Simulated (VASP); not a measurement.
# YB6 with r2SCAN + rVV10: from relaxation to properties, part 3 of 9

What structure does YB6 take at this level, and what are its properties? The start is a cell from a database of measured crystal structures.

VASP 6.6.1; r2SCAN with rVV10; plane waves and PAW (Y_sv, B).

Still holding for the runs below: This run has no spin polarisation. Its electron count is odd, so without a moment it is a metal by construction.

So far. Step 2 (Relaxing cell and atoms (r2SCAN + rVV10)): It ends with forces under 0.001 eV/Å and a pressure of 0.01 GPa. The volume lies -1.8 % from that of the database's start, which holds the thermal and zero-point expansion of its experiment. Step 3 (Second relaxation): It ends with forces under 0.001 eV/Å and a pressure of 0.01 GPa. The volume moved by under 0.01 %: the run met its threshold at the first step.

The database entry behind the starting cell differs from later determinations by our own check (about 0.3 % long, ideal inner coordinate), so it need not match the best structure at ambient conditions.

## (4) Single point with fields (r2SCAN + rVV10)

The relaxed cell gets a fresh self-consistent run, on a basis set for its own volume, to fix the density and to check the remaining stress.

File INCAR:

```
SYSTEM = YB6
PREC = Accurate
ENCUT = 420
EDIFF = 1E-06
NELM = 100
ISMEAR = 0
SIGMA = 0.05
LREAL = .FALSE.
ALGO = Normal
METAGGA = R2SCAN
LUSE_VDW = .TRUE.
IVDW_NL = 2
BPARAM = 11.95
CPARAM = 0.0093
LASPH = .TRUE.
NBANDS = 21
LORBIT = 11
LWAVE = .FALSE.
LCHARG = .TRUE.
ISIF = 2
LELF = .TRUE.
LVHAR = .TRUE.
```

File POSCAR:

```
YB6
1.0
    4.0875293394      0.0000000000      0.0000000000
    0.0000000000      4.0875293394      0.0000000000
    0.0000000000      0.0000000000      4.0875293394
Y B
1 6
Direct
    0.0000000000      0.0000000000      0.0000000000
    0.1988345400      0.5000000000      0.5000000000
    0.5000000000      0.1988345400      0.5000000000
    0.8011654600      0.5000000000      0.5000000000
    0.5000000000      0.8011654600      0.5000000000
    0.5000000000      0.5000000000      0.1988345400
    0.5000000000      0.5000000000      0.8011654600
```

File KPOINTS:

```
Automatic mesh
0
Gamma
7 7 7
0 0 0
```

Potentials, in the order of the species: Y_sv and B (PBE family, release 64).

On the command line:

```sh
> mpirun -np 4 vasp_std
```

Output:

```text
[banner, memory and clock lines left out]
running    4 mpi-ranks, on    1 nodes
 distrk:  each k-point on    4 cores,    1 groups
 distr:  one band on    1 cores,    4 groups

 POSCAR found type information on POSCAR Y B
 POSCAR found :  2 types and       7 ions
 [... a notice as in an earlier step ...]

 [... a notice as in an earlier step ...]

 LDA part: xc-table for (None), standard interpolation
|                                                                             |
|           W    W    AA    RRRRR   N    N  II  N    N   GGGG   !!!           |
|           W    W   A  A   R    R  NN   N  II  NN   N  G    G  !!!           |
|           W    W  A    A  R    R  N N  N  II  N N  N  G       !!!           |
|           W WW W  AAAAAA  RRRRR   N  N N  II  N  N N  G  GGG   !            |
|           WW  WW  A    A  R   R   N   NN  II  N   NN  G    G                |
|           W    W  A    A  R    R  N    N  II  N    N   GGGG   !!!           |
|                                                                             |
|     The number of bands has been changed from the values supplied in        |
|     The orbitals not found in the WAVECAR file will be initialized with     |
|     random numbers, which is usually adequate. For correlated               |
|     calculations, however, you should redo the groundstate calculation.     |
|     I found NBANDS = 21. Now, NBANDS = 24.                                  |
|                                                                             |

 POSCAR, INCAR and KPOINTS ok, starting setup
 FFT: planning ... GRIDC
 FFT: planning ... GRID_SOFT
 FFT: planning ... GRID
 WAVECAR not read
 entering main loop
       N       E                     dE             d eps       ncg     rms          rms(c)
Total rVV10 correction in eV:      0.2958684    29.9215336
DAV:   1     0.475137969696E+02    0.47514E+02   -0.12536E+04   960   0.984E+02
DAV:   2    -0.756315949147E+02   -0.12315E+03   -0.11826E+03  1272   0.222E+02
DAV:   3    -0.801178887454E+02   -0.44863E+01   -0.44452E+01  1416   0.358E+01
DAV:   4    -0.802035496788E+02   -0.85661E-01   -0.85565E-01  1232   0.455E+00
DAV:   5    -0.802048670991E+02   -0.13174E-02   -0.13173E-02  1328   0.498E-01    0.157E+01
Total rVV10 correction in eV:      0.3260225    29.9215335
DAV:   6    -0.680775197869E+02    0.12127E+02   -0.76704E+00  1168   0.192E+01    0.124E+01
Total rVV10 correction in eV:      0.3522240    29.9215335
DAV:   7    -0.672336227478E+02    0.84390E+00   -0.48324E+00  1176   0.116E+01    0.108E+01
Total rVV10 correction in eV:      0.3473568    29.9215335
DAV:   8    -0.673344969922E+02   -0.10087E+00   -0.10547E+00  1056   0.557E+00    0.283E+00
Total rVV10 correction in eV:      0.3577397    29.9215335
DAV:   9    -0.672233481337E+02    0.11115E+00   -0.32167E-01  1136   0.315E+00    0.605E-01
Total rVV10 correction in eV:      0.3557534    29.9215335
DAV:  10    -0.672184805662E+02    0.48676E-02   -0.25003E-02  1128   0.886E-01    0.818E-01
Total rVV10 correction in eV:      0.3556963    29.9215335
DAV:  11    -0.672184670090E+02    0.13557E-04   -0.16426E-03  1208   0.243E-01    0.193E-01
Total rVV10 correction in eV:      0.3557309    29.9215335
DAV:  12    -0.672184224935E+02    0.44516E-04   -0.28072E-04  1192   0.914E-02    0.253E-02
Total rVV10 correction in eV:      0.3557578    29.9215335
DAV:  13    -0.672184230743E+02   -0.58079E-06   -0.32550E-05  1120   0.354E-02    0.199E-02
Total rVV10 correction in eV:      0.3557687    29.9215335
DAV:  14    -0.672184232294E+02   -0.15512E-06   -0.20157E-06  1080   0.772E-03
Total rVV10 correction in eV:      0.3557730    29.9215335
Total rVV10 correction in eV:      0.3557752    29.9215335
   1 F= -.67218423E+02 E0= -.67216157E+02  d E =-.453235E-02
```

Wall time 36 s (4 MPI ranks of AMD EPYC 7R43, shared host); peak memory 0.54 GiB.

From OUTCAR (step 4):

```text
The static configuration has the point symmetry O_h .

 Found     20 irreducible k-points:

   k-points           NKPTS =     20   k-points in BZ     NKDIM =     20   number of bands    NBANDS=     24

   NELECT =      29.0000    total number of electrons

 E-fermi :   6.8396

 k-point     2 :       0.1429    0.0000    0.0000
  band No.  band energies     occupation
    ...
     11       0.1771      2.00000
     12       4.0373      2.00000
     13       4.0373      2.00000
     14       4.7227      2.00000
     15       6.2146      2.00000
     16       8.0470      0.00000
     17       8.5100      0.00000
     18       8.5100      0.00000
     19       9.5873      0.00000
     20       9.6845      0.00000
    ...

 k-point     3 :       0.2857    0.0000    0.0000
  band No.  band energies     occupation
    ...
     11       1.7848      2.00000
     12       3.1439      2.00000
     13       3.1439      2.00000
     14       4.9171      2.00000
     15       4.9797      2.00000
     16       8.4531      0.00000
     17       8.4531      0.00000
     18       8.5350      0.00000
     19       9.0397      0.00000
     20      10.2180      0.00000
    ...

  Total        0.0047907      0.0047907      0.0047907     -0.0000000     -0.0000000     -0.0000000
  in kB        0.1123891      0.1123891      0.1123891     -0.0000000     -0.0000000     -0.0000000
  external PRESSURE =       0.1123891 kB  Pullay stress =       0.0000000 kB

 POSITION                                       TOTAL-FORCE (eV/Angst)
 -----------------------------------------------------------------------------------
      0.00000      0.00000      0.00000        -0.000000      0.000000     -0.000000
      0.81274      2.04376      2.04376         0.000005      0.000000     -0.000000
      2.04376      0.81274      2.04376        -0.000000      0.000005     -0.000000
      3.27479      2.04376      2.04376        -0.000005      0.000000     -0.000000
      2.04376      3.27479      2.04376        -0.000000     -0.000005     -0.000000
      2.04376      2.04376      0.81274        -0.000000      0.000000      0.000005
      2.04376      2.04376      3.27479        -0.000000      0.000000     -0.000005
 -----------------------------------------------------------------------------------
    total drift:                               -0.000000      0.000000      0.000000

  FREE ENERGIE OF THE ION-ELECTRON SYSTEM (eV)
  ---------------------------------------------------
  free  energy   TOTEN  =       -67.2184232294 eV

  energy  without entropy=      -67.2138908812  energy(sigma->0) =      -67.21615706

[... 9 parts as in an earlier step ...]

[... 4 further parts left out ...]
```

Numbers from this step:

```
SCF cycles : 14
bands      : 24
pressure   : 0.01124 GPa
```

Valence electrons inside each PAW sphere by angular momentum. Sphere charges, by row:

```csv
atom,s (e),p (e),d (e),f (e),tot (e)
Y1,2.095,6.181,0.856,0.056,9.188
B2,0.717,1.401,0,0,2.118
B3,0.717,1.401,0,0,2.118
B4,0.717,1.401,0,0,2.118
B5,0.717,1.401,0,0,2.118
B6,0.717,1.401,0,0,2.118
B7,0.717,1.401,0,0,2.118
```

Valence density in the ac plane at fractional y = 0.500, with atoms of B within 0.2 Å of it. It is the smooth field of the valence electrons, not physical close to the nuclei.

Ten even steps from '_' (0.1 e/Å³) to '@' (1.1 e/Å³), each cell a mean:
```
______..::++%%@@##==::______
______..--++**##**==::..____
____..::==++==--++++--::..__
..::::--++##****##**==--::::
======++############**++====
####++++####**++**####++**##
@@@@++==##**++==++##**--##@@
%%%%++++####++++**##**==**%%
++++++**######**######++++++
::::--==**##########++==--::
......::==**++==++++--::....
______..--++++++++==::..____
______..::++%%@@##==::______
______..::++%%@@##==..______
```
Columns run along a (4.1 Å), rows up along c (4.1 Å). Atoms in or near the plane, at fractional coordinates: B at (0.20, 0.50), B at (0.80, 0.50), B at (0.50, 0.20), B at (0.50, 0.80).

Electrostatic potential energy in the ac plane at fractional y = 0.500, with atoms of B within 0.2 Å of it. With pseudopotentials it is smooth inside the atoms' cores, unlike the true potential.

Ten even steps from '0' (-29 eV) to '9' (1 eV), each cell a mean:
```
99998621379999
99997214049999
99997059128999
99887213048899
86325621464247
62010576640103
50790377613941
60350477721512
85103643562026
98777300057778
99997059128999
99997137038999
99998500269999
99999865689999
```
Columns run along a (4.1 Å; values clipped at the 3rd and 97th percentile), rows up along c (4.1 Å). Atoms in or near the plane, at fractional coordinates: B at (0.20, 0.50), B at (0.80, 0.50), B at (0.50, 0.20), B at (0.50, 0.80).

ELF in the ac plane at fractional y = 0.500, with atoms of B within 0.2 Å of it. It is the smooth field of the valence electrons, not physical close to the nuclei.

Ten even steps from '0' (0.02) to '9' (0.94), each cell a mean:
```
01236888875311
11245533455321
33456400256533
55568621477655
87558754677557
97225643564248
98002432341038
98104533452038
87457754676458
76578742588656
33467500256543
22345410255422
01236788775311
00237899985310
```
Columns run along a (4.1 Å), rows up along c (4.1 Å). Atoms in or near the plane, at fractional coordinates: B at (0.20, 0.50), B at (0.80, 0.50), B at (0.50, 0.20), B at (0.50, 0.80).

In this run the pressure is 0.01 GPa, small enough to go on.

## (5) Band structure (r2SCAN + rVV10)

Levels along the symmetry lines show where the bands peak and cross; KPOINTS_OPT computes them in the converged potential.

INCAR: that of step 4 with these lines changed.

```diff
@@ -15,8 +15,6 @@
 LASPH = .TRUE.
-NBANDS = 21
+NBANDS = 32
 LORBIT = 11
 LWAVE = .FALSE.
-LCHARG = .TRUE.
-ISIF = 2
-LELF = .TRUE.
-LVHAR = .TRUE.
+LCHARG = .FALSE.
+KPAR = 4
```

POSCAR is that of step 4.

KPOINTS is that of step 4.

File KPOINTS_OPT:

```
Line mode
12
Line-mode
Reciprocal
  0.00000000   0.00000000   0.00000000 GAMMA
  0.00000000   0.50000000   0.00000000 X

  0.00000000   0.50000000   0.00000000 X
  0.50000000   0.50000000   0.00000000 M

  0.50000000   0.50000000   0.00000000 M
  0.00000000   0.00000000   0.00000000 GAMMA

  0.00000000   0.00000000   0.00000000 GAMMA
  0.50000000   0.50000000   0.50000000 R

  0.50000000   0.50000000   0.50000000 R
  0.00000000   0.50000000   0.00000000 X

  0.50000000   0.50000000   0.00000000 M
  0.50000000   0.50000000   0.50000000 R
```

On the command line:

```sh
> mpirun -np 4 vasp_std
```

Output:

```text
[... set-up lines as in an earlier step ...]
 entering main loop
       N       E                     dE             d eps       ncg     rms          rms(c)
Total rVV10 correction in eV:      0.2958684    29.9215336
Total rVV10 correction in eV:      0.2958684    29.9215336
Total rVV10 correction in eV:      0.2958684    29.9215336
Total rVV10 correction in eV:      0.2958684    29.9215336
DAV:   1     0.395780139729E+02    0.39578E+02   -0.11728E+04  1280   0.735E+02
DAV:   2    -0.758564423972E+02   -0.11543E+03   -0.11031E+03  1608   0.191E+02
DAV:   3    -0.801305610104E+02   -0.42741E+01   -0.42203E+01  1816   0.285E+01
DAV:   4    -0.802038481610E+02   -0.73287E-01   -0.73189E-01  1536   0.339E+00
DAV:   5    -0.802048823742E+02   -0.10342E-02   -0.10341E-02  1656   0.374E-01    0.157E+01
Total rVV10 correction in eV:      0.3260214    29.9215335
Total rVV10 correction in eV:      0.3260214    29.9215335
Total rVV10 correction in eV:      0.3260214    29.9215335
Total rVV10 correction in eV:      0.3260214    29.9215335
DAV:   6    -0.681026383394E+02    0.12102E+02   -0.46561E+00  1520   0.144E+01    0.125E+01
Total rVV10 correction in eV:      0.3519342    29.9215335
Total rVV10 correction in eV:      0.3519342    29.9215335
Total rVV10 correction in eV:      0.3519342    29.9215335
Total rVV10 correction in eV:      0.3519342    29.9215335
DAV:   7    -0.672244976959E+02    0.87814E+00   -0.28003E+00  1528   0.842E+00    0.102E+01
Total rVV10 correction in eV:      0.3467514    29.9215335
Total rVV10 correction in eV:      0.3467514    29.9215335
Total rVV10 correction in eV:      0.3467514    29.9215335
Total rVV10 correction in eV:      0.3467514    29.9215335
DAV:   8    -0.674092954774E+02   -0.18480E+00   -0.78003E-01  1440   0.449E+00    0.159E+00
Total rVV10 correction in eV:      0.3571009    29.9215335
Total rVV10 correction in eV:      0.3571009    29.9215335
Total rVV10 correction in eV:      0.3571009    29.9215335
Total rVV10 correction in eV:      0.3571009    29.9215335
DAV:   9    -0.672221360169E+02    0.18716E+00   -0.25279E-01  1512   0.280E+00    0.494E-01
Total rVV10 correction in eV:      0.3556310    29.9215335
Total rVV10 correction in eV:      0.3556310    29.9215335
Total rVV10 correction in eV:      0.3556310    29.9215335
Total rVV10 correction in eV:      0.3556310    29.9215335
DAV:  10    -0.672189827326E+02    0.31533E-02   -0.25522E-02  1584   0.719E-01    0.985E-01
Total rVV10 correction in eV:      0.3556421    29.9215335
Total rVV10 correction in eV:      0.3556421    29.9215335
Total rVV10 correction in eV:      0.3556421    29.9215335
Total rVV10 correction in eV:      0.3556421    29.9215335
DAV:  11    -0.672185513306E+02    0.43140E-03   -0.13417E-03  1576   0.175E-01    0.375E-01
Total rVV10 correction in eV:      0.3555770    29.9215335
Total rVV10 correction in eV:      0.3555770    29.9215335
Total rVV10 correction in eV:      0.3555770    29.9215335
Total rVV10 correction in eV:      0.3555770    29.9215335
DAV:  12    -0.672184363791E+02    0.11495E-03   -0.48995E-04  1512   0.110E-01    0.836E-02
Total rVV10 correction in eV:      0.3557016    29.9215335
Total rVV10 correction in eV:      0.3557016    29.9215335
Total rVV10 correction in eV:      0.3557016    29.9215335
Total rVV10 correction in eV:      0.3557016    29.9215335
DAV:  13    -0.672184227023E+02    0.13677E-04   -0.65028E-05  1496   0.398E-02    0.254E-02
Total rVV10 correction in eV:      0.3557327    29.9215335
Total rVV10 correction in eV:      0.3557327    29.9215335
Total rVV10 correction in eV:      0.3557327    29.9215335
Total rVV10 correction in eV:      0.3557327    29.9215335
DAV:  14    -0.672184231867E+02   -0.48443E-06   -0.28163E-06  1648   0.799E-03
Total rVV10 correction in eV:      0.3557798    29.9215335
Total rVV10 correction in eV:      0.3557798    29.9215335
Total rVV10 correction in eV:      0.3557798    29.9215335
Total rVV10 correction in eV:      0.3557798    29.9215335
Total rVV10 correction in eV:      0.3557755    29.9215335
Total rVV10 correction in eV:      0.3557755    29.9215335
Total rVV10 correction in eV:      0.3557755    29.9215335
Total rVV10 correction in eV:      0.3557755    29.9215335
   1 F= -.67218423E+02 E0= -.67216158E+02  d E =-.453127E-02
 Start KPOINTS_OPT (optional k-point list driver)
k-point batch [1-20\72]
       N       E                     dE             ncg
DAV:   1    -0.175182651797E+04   -0.11510E+05     1280
DAV:   2    -0.395589454286E+04   -0.22041E+04     1616
DAV:   3    -0.403902302814E+04   -0.83128E+02     1808
DAV:   4    -0.404021617879E+04   -0.11932E+01     1568
DAV:   5    -0.404023240740E+04   -0.16229E-01     1624
DAV:   6    -0.404023262793E+04   -0.22054E-03     1560
DAV:   7    -0.404023263137E+04   -0.34327E-05     1544
DAV:   8    -0.404023263143E+04   -0.59702E-07     1120
[...]
k-point batch [61-72\72]
       N       E                     dE             ncg
DAV:   1     0.450739131740E+04   -0.11546E+05      768
DAV:   2     0.310723206352E+04   -0.14002E+04      984
DAV:   3     0.305137071402E+04   -0.55861E+02     1072
DAV:   4     0.305053164358E+04   -0.83907E+00      840
DAV:   5     0.305052129710E+04   -0.10346E-01      976
DAV:   6     0.305052114402E+04   -0.15308E-03      888
DAV:   7     0.305052114143E+04   -0.25898E-05      936
DAV:   8     0.305052114138E+04   -0.45780E-07      592
```

It took 2.2 min on 4 MPI ranks; peak memory 0.99 GiB.

Parts of OUTCAR (step 5):

```text
   k-points           NKPTS =     20   k-points in BZ     NKDIM =     20   number of bands    NBANDS=     32

   NELECT =      29.0000    total number of electrons

 E-fermi :   6.8396

 k-point     1 :       0.0000    0.0000    0.0000
  band No.  band energies     occupation
    ...
     10      -0.9546      2.00000
     11      -0.9546      2.00000
     12       4.6232      2.00000
     13       4.6232      2.00000
     14       4.6232      2.00000
     15       7.8158      0.00000
     16       7.8158      0.00000
     17       7.8158      0.00000
     18       7.8566      0.00000
     19       7.8566      0.00000
    ...

  Total        0.0062248      0.0062248      0.0062248      0.0000000      0.0000000      0.0000000
  in kB        0.1460328      0.1460328      0.1460328      0.0000000      0.0000000      0.0000000
  external PRESSURE =       0.1460328 kB  Pullay stress =       0.0000000 kB

 POSITION                                       TOTAL-FORCE (eV/Angst)
 -----------------------------------------------------------------------------------
      0.00000      0.00000      0.00000         0.000000      0.000000      0.000000
      0.81274      2.04376      2.04376         0.000148      0.000000     -0.000000
      2.04376      0.81274      2.04376         0.000000      0.000148     -0.000000
      3.27479      2.04376      2.04376        -0.000148     -0.000000      0.000000
      2.04376      3.27479      2.04376         0.000000     -0.000148      0.000000
      2.04376      2.04376      0.81274         0.000000     -0.000000      0.000148
      2.04376      2.04376      3.27479         0.000000      0.000000     -0.000148
 -----------------------------------------------------------------------------------
    total drift:                               -0.000000      0.000000      0.000000

  FREE ENERGIE OF THE ION-ELECTRON SYSTEM (eV)
  ---------------------------------------------------
  free  energy   TOTEN  =       -67.2184231867 eV

  energy  without entropy=      -67.2138919182  energy(sigma->0) =      -67.21615755

[... 7 parts as in an earlier step ...]

[... 9 further parts left out ...]
```

Numbers from this step:

```yaml
bands: 32
pressure: 0.01460 GPa
```

The electronic bands at the labelled points (eV, zero at the Fermi level; # counts the bands kept, so #1 is VASP's band 7):

```csv
point,#5,#6,#7,#8,#9,#10,#11,#12
Γ,-7.79,-2.22,-2.22,-2.22,0.98,0.98,0.98,1.02
0.55 of the way,-5.19,-3.62,-3.62,-1.89,-1.82,1.65,1.66,1.66
X,-4.32,-4.32,-3.73,-2.79,-1.56,1.18,1.18,1.58
0.45 of the way,-5.34,-4.65,-3.54,-3.32,-1.22,1.25,2.48,2.48
M,-5.01,-5.01,-3.34,-3.34,1.50,1.50,1.90,2.30
0.55 of the way,-5.34,-4.73,-3.87,-2.72,-0.10,-0.01,1.88,2.09
Γ,-7.79,-2.22,-2.22,-2.22,0.98,0.98,0.98,1.02
0.45 of the way,-5.20,-4.79,-4.79,-3.83,0.97,0.97,2.27,2.29
R,-6.44,-2.84,-2.84,-2.84,2.83,2.83,2.94,3.23
0.45 of the way,-5.81,-4.30,-4.23,-3.11,0.92,2.14,2.40,2.55
X,-4.32,-4.32,-3.73,-2.79,-1.56,1.18,1.18,1.58
jump to M,-5.01,-5.01,-3.34,-3.34,1.50,1.50,1.90,2.30
0.45 of the way,-5.76,-4.98,-3.01,-3.01,2.24,2.45,2.45,2.50
R,-6.44,-2.84,-2.84,-2.84,2.83,2.83,2.94,3.23
```

Of the projections kept (Y, B), the largest for each band there; the rest of the weight can lie on other orbitals:

```csv
point,#5,#6,#7,#8,#9,#10,#11,#12
Γ,B 0.92,B 0.79,B 0.79,B 0.79,B 0.92,B 0.92,B 0.92,Y 0.81
X,B 0.89,B 0.89,B 0.97,Y 0.66,B 0.97,Y 0.63,Y 0.63,Y 1.00
M,B 0.78,B 0.78,B 0.99,B 0.99,B 0.67,B 0.67,Y 0.93,Y 0.93
Γ,B 0.92,B 0.79,B 0.79,B 0.79,B 0.92,B 0.92,B 0.92,Y 0.81
R,B 0.80,B 1.00,B 1.00,B 1.00,Y 1.00,Y 1.00,Y 1.00,Y 0.88
X,B 0.89,B 0.89,B 0.97,Y 0.66,B 0.97,Y 0.63,Y 0.63,Y 1.00
```

There is no gap at this level.

Of the bands kept, 2 cross the Fermi level on this path.

(Continued in part 4 of 9.)

[Lines on the potential files, build, host, timing and source positions are cut from VASP's logs without a mark.]

[Logs are printed without paths, hosts, clocks, repeated set-up lines and the standing remarks that a program may print on its own settings, such as how far it seeks lower states.]

[Hosts, paths, dates, database ids (printed as entryN), source tags and the programs' standing remarks are cut or masked in the printed files.]

[A measured line is paired with the nearest computed mode of its activity, which favours agreement.]
